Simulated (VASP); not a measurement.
Computed with PBEsol GGA, VASP's PBE PAW potentials (set 64) (plane waves; VASP 6.6.1). For the first row: Numerical set-up: 400 eV cut-off, 13×13×13 Γ-centred mesh, tetrahedra with Blöchl corrections, potentials Hf_pv Ir.

```
system                    energy (eV/atom)
------------------------  ----------------
HfIr (space group Pm-3m)          -11.0397
Hf (hcp)                          -10.5027
Ir (fcc)                           -9.8195
```

The references are the elements' solids at the same level; no temperature or zero-point terms are added.   Spin-orbit coupling is left out, which shifts such energies by up to tenths of an eV for the heavy elements here.

### Question
What is the formation energy per atom of HfIr?

### Answer
The references average (1×(-10.5027) + 1×(-9.8195))/2 = -10.1611 eV, so the formation energy is -11.0397 − (-10.1611) = -0.879 eV/atom.
